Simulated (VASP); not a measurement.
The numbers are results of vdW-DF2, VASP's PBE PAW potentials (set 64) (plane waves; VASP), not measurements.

The input files of a VASP run:

File KPOINTS:
```
Automatic mesh
0
Gamma
12 12 12
0 0 0
```

### INCAR
```
AGGAC  =  0.0
ALGO  =  Normal
EDIFF  =  1E-6
EDIFFG  =  -0.01
ENCUT  =  520
GGA  =  ML
IBRION  =  2
ISIF  =  3
ISMEAR  =  1
LASPH  =  .TRUE.
LCHARG  =  .FALSE.
LMAXMIX  =  6
LREAL  =  .FALSE.
LUSE_VDW  =  .TRUE.
LWAVE  =  .FALSE.
NELM  =  100
NSW  =  60
PREC  =  Accurate
SIGMA  =  0.1
SYSTEM  =  HfC
ZAB_VDW  =  -1.8867
```

**POSCAR**
```
HfC
1
    0.0000000000     2.3633052829     2.3633052829
    2.3633052829     0.0000000000     2.3633052829
    2.3633052829     2.3633052829    -0.0000000000
Hf C
1 1
Direct
  0.0000000000   0.0000000000   0.0000000000
  0.5000000000   0.5000000000   0.5000000000
```

POTCAR, in this order: Hf_pv C (PBE.64 set). Program: vasp_std.

Unless said otherwise, spin-orbit coupling is left out, though it shifts the bands of the heavy elements here.

Problem. What does the run give for the energy per atom (σ→0), band gap (on the k-mesh)?

Solution. 
- energy per atom (σ→0) = -7.988 eV/atom
- band gap (on the k-mesh) = none (metal, semimetal or under 0.01 eV)

File OSZICAR:
```
...
DAV:   7    -0.159798602947E+02    0.11821E+00   -0.12129E+00  1841   0.779E+00    0.273E+01
DAV:   8    -0.159995165538E+02   -0.19656E-01   -0.20821E-01  1805   0.399E+00    0.137E+01
DAV:   9    -0.159763145499E+02    0.23202E-01   -0.10477E-01  1800   0.191E+00    0.159E+00
DAV:  10    -0.159767243310E+02   -0.40978E-03   -0.16850E-03  1819   0.367E-01    0.712E-01
DAV:  11    -0.159767909527E+02   -0.66622E-04   -0.72222E-04  1904   0.205E-01    0.720E-02
DAV:  12    -0.159767921852E+02   -0.12325E-05   -0.34001E-05  1853   0.575E-02    0.163E-01
DAV:  13    -0.159767921445E+02    0.40738E-07   -0.58721E-06  2056   0.204E-02
   1 F= -.15976792E+02 E0= -.15976710E+02  d E =-.159768E+02
```

The compound is HfC in the rock salt structure. It was relaxed first, which changed the volume by +6 %. The start is the result of an earlier pass.
